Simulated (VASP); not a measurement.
VASP runs on SbMo (space group P6/mmm) share one base input (PBE GGA, plane waves, VASP's PBE PAW potentials (set 64)) and change the settings named in each case.

POSCAR:
```
SbMo
1
    5.6608710000     0.0000000000     0.0000000000
   -2.8304360000     4.9024580000     0.0000000000
    0.0000000000     0.0000000000     4.5678370000
Mo Sb
3 3
Direct
  0.5000000000   0.0000000000   0.0000000000
  0.5000000000   0.5000000000   0.0000000000
  0.0000000000   0.5000000000   0.0000000000
  0.0000000000   0.0000000000   0.0000000000
  0.3333330000   0.6666670000   0.5000000000
  0.6666670000   0.3333330000   0.5000000000
```

### KPOINTS
```
Automatic mesh
0
Gamma
3 3 3
0 0 0
```

INCAR:
```
ALGO = Normal
EDIFF = 1E-6
ENCUT = 300
GGA = PE
ISIF = 2
ISMEAR = 0
LASPH = .TRUE.
LCHARG = .FALSE.
LMAXMIX = 4
LREAL = .FALSE.
LWAVE = .FALSE.
NELM = 100
PREC = Accurate
SIGMA = 0.2
SYSTEM = SbMo
```

POTCAR, in this order: Mo_sv Sb (PBE.64 set). Program: vasp_std.

| change | E(σ→0) (eV/atom) | pressure (GPa) | −TS (eV) |
|---|---|---|---|
| base run | -7.2572 | 1.93 | -0.1016 |
| GGA removed, POTCAR Mo_sv Sb (LDA.64 set) | -8.2240 | -5.40 | -0.1026 |
| GGA_COMPAT = .FALSE., LNONCOLLINEAR = .TRUE., LSORBIT = .TRUE., MAGMOM = 0.0 0.0 0.0 0.0 0.0 0.0 0.0 0.0 0.0 0.0 0.0 0.0 0.0 0.0 0.0 0.0 0.0 0.0, program vasp_ncl | -7.3394 | (withheld) | (withheld) |
| KPOINTS 4×4×4 Γ-centred mesh | -7.2886 | (withheld) | (withheld) |

### Question
Fill in the missing entries.

### Answer

- KPOINTS 4×4×4 Γ-centred mesh, pressure (GPa): 1.48
- KPOINTS 4×4×4 Γ-centred mesh, −TS (eV): -0.0997
- GGA_COMPAT = .FALSE., LNONCOLLINEAR = .TRUE., LSORBIT = .TRUE., MAGMOM = 0.0 0.0 0.0 0.0 0.0 0.0 0.0 0.0 0.0 0.0 0.0 0.0 0.0 0.0 0.0 0.0 0.0 0.0, program vasp_ncl, pressure (GPa): 2.00
- GGA_COMPAT = .FALSE., LNONCOLLINEAR = .TRUE., LSORBIT = .TRUE., MAGMOM = 0.0 0.0 0.0 0.0 0.0 0.0 0.0 0.0 0.0 0.0 0.0 0.0 0.0 0.0 0.0 0.0 0.0 0.0, program vasp_ncl, −TS (eV): -0.1051

Energies of different potentials or functionals have different zeros.  Unless said otherwise, spin-orbit coupling is left out, though it shifts the bands of the heavy elements here. At 300 eV the pressure can carry a Pulay error.

Left out are runs that ran out of time, are held back, or changed the cell or the kind of run, fixed moments of cells without a moment, rows past the twelfth, gaps on odd meshes, pressures of charged cells and columns that move by less than the noise.

The structure was generated: SbMo was put into an ordered model structure, which need not be its known phase. The cell was not relaxed at this level, its lattice was scaled by up to 2.5 %.
